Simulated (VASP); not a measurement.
These are PBEsol GGA, VASP's PBE PAW potentials (set 64) (plane waves; VASP) values and carry that method's errors.

Input for VASP

### KPOINTS
```
Automatic
0
G
9 9 9
```

### INCAR
```
# general
SYSTEM   =  MnO
PREC     =  Accurate
ENCUT    =  400
LREAL    =  .FALSE.
LASPH    =  .TRUE.

# electronic loop
EDIFF    =  1E-6
NELM     =  100
ALGO     =  Normal
LMAXMIX  =  4

# smearing
ISMEAR   =  0
SIGMA    =  0.02

# functional
GGA      =  PS

# spin
ISPIN    =  2
MAGMOM   =  5.0 -5.0 2*0.0

# ions
ISIF     =  2

# output
LWAVE    =  .FALSE.
LCHARG   =  .FALSE.
LORBIT   =  11
```

**POSCAR**
```
MnO
1
    4.5456720000     2.2728360000     2.2728360000
    2.2728360000     4.5456720000     2.2728360000
    2.2728360000     2.2728360000     4.5456720000
Mn O
2 2
Direct
  0.0000000000   0.0000000000   0.0000000000
  0.5000000000   0.5000000000   0.5000000000
  0.2500000000   0.2500000000   0.2500000000
  0.7500000000   0.7500000000   0.7500000000
```

POTCAR, in this order: Mn_pv O (PBE.64 set). Program: vasp_std.

At this cut-off the stress carries a Pulay error, which pulls relaxed volumes low.

**Question.** What does the run give for the energy per atom (σ→0), cell moment, pressure?

**Answer.** 
```yaml
energy per atom (σ→0): -8.630 eV/atom
cell_moment: 0.00 μB
pressure: -20.09 GPa
```

File OSZICAR:
```
...
DAV:   9    -0.345149928916E+02    0.37187E-01   -0.10097E-01 10585   0.424E+00    0.114E+00
DAV:  10    -0.345206059618E+02   -0.56131E-02   -0.40004E-02  9584   0.132E+00    0.416E-01
DAV:  11    -0.345205400773E+02    0.65884E-04   -0.34489E-03  9986   0.404E-01    0.108E-01
DAV:  12    -0.345206645539E+02   -0.12448E-03   -0.24211E-04  9128   0.112E-01    0.387E-02
DAV:  13    -0.345206794048E+02   -0.14851E-04   -0.31876E-05  8584   0.491E-02    0.161E-02
DAV:  14    -0.345206813928E+02   -0.19880E-05   -0.51300E-06  7384   0.285E-02    0.631E-03
DAV:  15    -0.345206814806E+02   -0.87822E-07   -0.14764E-06  4608   0.982E-03
   1 F= -.34520681E+02 E0= -.34520681E+02  d E =-.218572E-31  mag=     0.0000
```

The structure is a typed MnO crystal. The cell was not relaxed at this level.
